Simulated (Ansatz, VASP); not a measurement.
# CaAg2SCl2: VASP beside Ansatz, part 2 of 2

Aim: how closely do two programs agree when they are given the same cell, functional and k mesh? The cell is generated by rule, not measured, and may not be a known phase. The cell is taken from a series of runs on this material, whose earlier steps may have relaxed, scaled, displaced or heated it; both programs get it as it stands.

VASP 6.6.1 and Ansatz 0.2.0.

So far: Set-up; Ansatz: relaxation of cell and atoms, LDA.

## (3) VASP: relaxation of cell and atoms, LDA

Level of this step: LDA; plane waves and PAW (Ag, Ca_sv, Cl, S); invented cell (VASP).

The same cell, functional (in two slightly different forms), mesh and smearing now go to VASP, with its own data sets.

Lines of VASP's logs that name or quote its potential files are left out, and so is its time.

File INCAR:

```
SYSTEM = CaAg2SCl2
PREC = Accurate
ENCUT = 500
EDIFF = 1E-07
NELM = 120
ISMEAR = 0
SIGMA = 0.02
LREAL = .FALSE.
ALGO = Normal
GGA = CA
NBANDS = 32
LASPH = .TRUE.
LORBIT = 11
LWAVE = .FALSE.
LCHARG = .FALSE.
ISIF = 3
IBRION = 2
NSW = 80
EDIFFG = -0.005
GGA_COMPAT = .FALSE.
NELMIN = 4
EFERMI = MIDGAP
KPAR = 2
```

File POSCAR:

```
CaAg2SCl2
1.0
    2.7690140000      2.7690140000      0.0000000000
   -2.7690140000      2.7690140000      0.0000000000
    2.7690140000      0.0000000000      7.8041310000
Ag Ca Cl S
2 1 2 1
Direct
    0.3436653613      0.6563346387      0.3126692773
    0.6563347027      0.3436652973      0.6873305945
    0.0000000000      0.0000000000      0.0000000000
    0.8230515992      0.1769484008      0.3538968016
    0.1769484649      0.8230515351      0.6461030703
    0.5000000000      0.5000000000      0.0000000000
```

File KPOINTS:

```
Automatic mesh
0
Gamma
6 6 6
0 0 0
```

Potentials, in the order of the species: Ag, Ca_sv, Cl and S (LDA family, release 64).

Run with:

```
> mpirun -np 2 vasp_std
```

Numbers of over 12 decimals in the logs are rounded to 6 here.

What it wrote:

```text
[banner, memory and clock lines left out]
running    2 mpi-ranks, on    1 nodes
 distrk:  each k-point on    1 cores,    2 groups
 distr:  one band on    1 cores,    1 groups

 POSCAR found type information on POSCAR AgCaClS
 POSCAR found :  4 types and       6 ions
 LDA part: xc-table for (Slater(with rela. corr.)+CA(PZ))
 , standard interpolation
 POSCAR, INCAR and KPOINTS ok, starting setup
 FFT: planning ... GRIDC
 FFT: planning ... GRID_SOFT
 FFT: planning ... GRID
 WAVECAR not read
 entering main loop
       N       E                     dE             d eps       ncg     rms          rms(c)
DAV:   1     0.387055469373E+03    0.38706E+03   -0.24995E+04  1920   0.149E+03
DAV:   2    -0.439398366866E+00   -0.38749E+03   -0.37616E+03  2192   0.346E+02
DAV:   3    -0.255448567736E+02   -0.25105E+02   -0.24880E+02  2368   0.847E+01
DAV:   4    -0.265784270341E+02   -0.10336E+01   -0.10322E+01  3248   0.153E+01
DAV:   5    -0.265898932603E+02   -0.11466E-01   -0.11463E-01  2496   0.146E+00    0.126E+01
DAV:   6    -0.254500569016E+02    0.11398E+01   -0.39110E+00  2456   0.155E+01    0.900E+00
DAV:   7    -0.254032714139E+02    0.46785E-01   -0.12838E+00  2280   0.546E+00    0.419E+00
DAV:   8    -0.253805276009E+02    0.22744E-01   -0.99171E-02  2424   0.172E+00    0.771E-01
DAV:   9    -0.253795302716E+02    0.99733E-03   -0.98030E-03  2904   0.685E-01    0.349E-01
DAV:  10    -0.253792811358E+02    0.24914E-03   -0.14739E-03  2552   0.244E-01    0.142E-01
DAV:  11    -0.253792542370E+02    0.26899E-04   -0.28247E-04  2416   0.111E-01    0.493E-02
DAV:  12    -0.253792513737E+02    0.28632E-05   -0.49219E-05  2592   0.464E-02    0.214E-02
DAV:  13    -0.253792499990E+02    0.13747E-05   -0.92998E-06  2344   0.169E-02    0.592E-03
DAV:  14    -0.253792499829E+02    0.16092E-07   -0.18296E-06  2352   0.833E-03    0.287E-03
DAV:  15    -0.253792499623E+02    0.20565E-07   -0.16500E-07  1824   0.229E-03
   1 F= -.25379250E+02 E0= -.25379250E+02  d E =-.253792E+02
[... from here on, the cycles between the ionic steps are left out ...]
   2 F= -.25379319E+02 E0= -.25379319E+02  d E =-.689283E-04
   3 F= -.25379321E+02 E0= -.25379321E+02  d E =-.705461E-04
   4 F= -.25379320E+02 E0= -.25379320E+02  d E =-.705129E-04
   5 F= -.25379320E+02 E0= -.25379320E+02  d E =-.698617E-04
   6 F= -.25379320E+02 E0= -.25379320E+02  d E =-.702575E-04
   7 F= -.25379320E+02 E0= -.25379320E+02  d E =-.704128E-04
   8 F= -.25379326E+02 E0= -.25379326E+02  d E =-.516104E-05
 trial-energy change:   -0.000005  1 .order   -0.000005   -0.000006   -0.000004
 step:   3.8351(harm=  3.8351)  dis= 0.00136  next Energy=   -25.379332 (dE=-0.117E-04)
 bond charge predicted
       N       E                     dE             d eps       ncg     rms          rms(c)
DAV:   1    -0.253793291289E+02   -0.35963E-05   -0.51854E-03  1936   0.338E-01    0.433E-02
DAV:   2    -0.253793390720E+02   -0.99431E-05   -0.25402E-04  2176   0.805E-02    0.170E-02
DAV:   3    -0.253793341927E+02    0.48793E-05   -0.59302E-06  2736   0.145E-02    0.105E-02
DAV:   4    -0.253793317468E+02    0.24459E-05   -0.69964E-06  2320   0.150E-02    0.316E-03
DAV:   5    -0.253793317862E+02   -0.39465E-07   -0.10523E-06  2320   0.528E-03    0.219E-03
DAV:   6    -0.253793317640E+02    0.22196E-07   -0.63944E-08  1312   0.130E-03
   9 F= -.25379332E+02 E0= -.25379332E+02  d E =-.113888E-04
 curvature:  -1.90 expect dE=-0.745E-06 dE for cont linesearch -0.815E-08
 trial: gam= 0.08224 g(F)=  0.104E-06 g(S)=  0.288E-06 ort =-0.161E-06 (trialstep = 0.154E+01)
 search vector abs. value=  0.407E-06
 reached required accuracy - stopping structural energy minimisation
```

Parts of OUTCAR (step 3):

```text
ion  position               nearest neighbor table
   1  0.344  0.656  0.313-   6 2.44   5 2.60   4 2.79   4 2.79   4 2.79   4 2.79
   2  0.656  0.344  0.687-   6 2.44   4 2.60   5 2.79   5 2.79   5 2.79   5 2.79
   3  0.000  0.000  0.000-   4 2.76   5 2.76   6 2.77   6 2.77   6 2.77   6 2.77
   4  0.823  0.177  0.354-   2 2.60   3 2.76   1 2.79   1 2.79   1 2.79   1 2.79
   5  0.177  0.823  0.646-   1 2.60   3 2.76   2 2.79   2 2.79   2 2.79   2 2.79
   6  0.500  0.500  0.000-   1 2.44   2 2.44   3 2.77   3 2.77   3 2.77   3 2.77

  LATTYP: Found a body centered tetragonal cell.
 ALAT       =     3.9159771532
 C/A-ratio  =     3.9857898525

 Subroutine GETGRP returns: Found 16 space group operations
 (whereof 16 operations were pure point group operations)

The static configuration has the point symmetry D_4h.

 Found     30 irreducible k-points:

   k-points           NKPTS =     30   k-points in BZ     NKDIM =     30   number of bands    NBANDS=     32

   dimension x,y,z NGX =    30 NGY =   30 NGZ =   60
   dimension x,y,z NGXF=    60 NGYF=   60 NGZF=  120

   ENCUT  =  500.0 eV  36.75 Ry    6.06 a.u.   7.14  7.14 15.10*2*pi/ulx,y,z

   NELECT =      52.0000    total number of electrons

 k-points in reciprocal lattice and weights: Automatic mesh
   0.00000000  0.00000000  0.00000000       0.005
   0.16666667  0.00000000  0.00000000       0.037
   0.33333333  0.00000000  0.00000000       0.037
   0.50000000  0.00000000  0.00000000       0.019
   0.16666667  0.16666667  0.00000000       0.019
   0.33333333  0.16666667  0.00000000       0.074
   0.50000000  0.16666667  0.00000000       0.074
  -0.33333333  0.16666667 -0.00000000       0.074
  -0.16666667  0.16666667  0.00000000       0.037
[...]
-0.16666667  0.16666667  0.33333333       0.019
   0.00000000  0.00000000  0.50000000       0.005

 average (electrostatic) potential at core
       1 -73.2249       2 -73.2249       3 -43.7585       4 -94.8995       5 -94.8994
       6 -86.4147

 E-fermi :   5.2470

 k-point     1 :       0.0000    0.0000    0.0000
  band No.  band energies     occupation
    ...
     22       1.9476      2.00000
     23       2.3307      2.00000
     24       3.1456      2.00000
     25       3.8408      2.00000
     26       3.8408      2.00000
     27       5.8268      0.00000
     28       6.7020      0.00000
     29       8.3277      0.00000
     30       8.9009      0.00000
     31       9.2791      0.00000
    ...

 k-point     2 :       0.1667    0.0000    0.0000
  band No.  band energies     occupation
    ...
     22       2.7468      2.00000
     23       2.7629      2.00000
     24       3.2927      2.00000
     25       3.5379      2.00000
     26       3.6382      2.00000
     27       6.5701      0.00000
     28       7.3303      0.00000
     29       8.5260      0.00000
     30       9.3717      0.00000
     31       9.3891      0.00000
    ...

 k-point     3 :       0.3333    0.0000    0.0000
  band No.  band energies     occupation
    ...
     22       3.1288      2.00000
     23       3.2418      2.00000
     24       3.5392      2.00000
     25       3.6547      2.00000
     26       4.1831      2.00000
     27       7.9596      0.00000
     28       8.4627      0.00000
     29       8.7040      0.00000
     30       9.4975      0.00000
     31       9.5723      0.00000
    ...

  Total        0.0039754      0.0039754      0.0020469      0.0000000      0.0000000      0.0000000
  in kB        0.0531455      0.0531455      0.0273647      0.0000000      0.0000000      0.0000000
  external PRESSURE =       0.0445519 kB  Pullay stress =       0.0000000 kB

  energy-cutoff  :      500.00
  volume of cell :      119.85
      direct lattice vectors                 reciprocal lattice vectors
     2.770460573  2.770460573 -0.000000000     0.180475407  0.180475407 -0.064044347
    -2.770460573  2.770460573  0.000000000    -0.180475407  0.180475407  0.064044347
     2.770460573 -0.000000000  7.807090334     0.000000000 -0.000000000  0.128088693

 POSITION                                       TOTAL-FORCE (eV/Angst)
 -----------------------------------------------------------------------------------
     -0.00000      2.77046      2.44138         0.000000     -0.000000     -0.001009
      2.77046      2.77046      5.36571        -0.000000     -0.000000      0.001009
      0.00000      2.77046      7.80709         0.000000     -0.000000      0.000000
      2.77046      2.77046      2.76476        -0.000000     -0.000000     -0.000249
      0.00000      2.77046      5.04233         0.000000      0.000000      0.000249
      2.77046      2.77046      7.80709         0.000000     -0.000000      0.000000
 -----------------------------------------------------------------------------------
    total drift:                               -0.000000      0.000000      0.001185

  FREE ENERGIE OF THE ION-ELECTRON SYSTEM (eV)
  ---------------------------------------------------
  free  energy   TOTEN  =       -25.3793317640 eV

  energy  without entropy=      -25.3793317640  energy(sigma->0) =      -25.37933176

 reached required accuracy - stopping structural energy minimisation

 total charge
# of ion       s       p       d       tot
------------------------------------------
    1        0.282   0.217   9.314   9.813
    2        0.282   0.217   9.314   9.813
    3        2.035   5.852   0.270   8.156
    4        1.599   3.478   0.000   5.078
    5        1.599   3.478   0.000   5.078
    6        1.310   2.452   0.000   3.762
--------------------------------------------------
tot          7.106  15.694  18.899  41.699

[... 3 further parts left out ...]
```

The run keeps the 16 symmetry operations of its start, so it cannot find a distortion of lower symmetry.

## (4) Comparison

Known differences besides the potentials themselves: the two LDA forms differ slightly; the data sets hold 68 valence electrons in Ansatz (on its default PAW (the set named soft_2) files) and 52 in VASP; the cutoff is 420 eV in Ansatz and 500 eV in VASP; VASP's log shows a relativistic correction to its local exchange, Ansatz's none; Ansatz adds a Pulay correction to the stress that steers its cell, VASP none. Total energies have different zeros and are not compared.

Both answers:

```tsv
quantity	Ansatz	VASP	difference
volume (Å³)	119.68	119.85	-0.14 %
edge a after relaxation, in the typed setting (Å)	3.916	3.918	-0.05 %
edge c after relaxation, in the typed setting (Å)	8.281	8.284	-0.04 %
```

## (5) Summary of results

```
difference in volume (relaxation of cell and atoms, LDA) : -0.14 %
```

The difference in volume is -0.14 % (relaxation of cell and atoms, LDA), within the 1.2 % picked in this series as the mark of a large difference, as far as the stopping tolerances let one tell. The data sets hold unlike numbers of valence electrons (68 in Ansatz and 52 in VASP), so part of the differences comes from the potentials. Such differences can come from data sets, numerical settings and the points named under the comparisons, not from the functional's error against experiment.

[Lines on the potential files, build, host, timing and source positions are cut from VASP's logs without a mark.]

[Logs are printed without paths, hosts, clocks, repeated set-up lines and the standing remarks that a program may print on its own settings, such as how far it seeks lower states.]

[Hosts, paths, dates, database ids (printed as entryN), source tags and the programs' standing remarks are cut or masked in the printed files.]
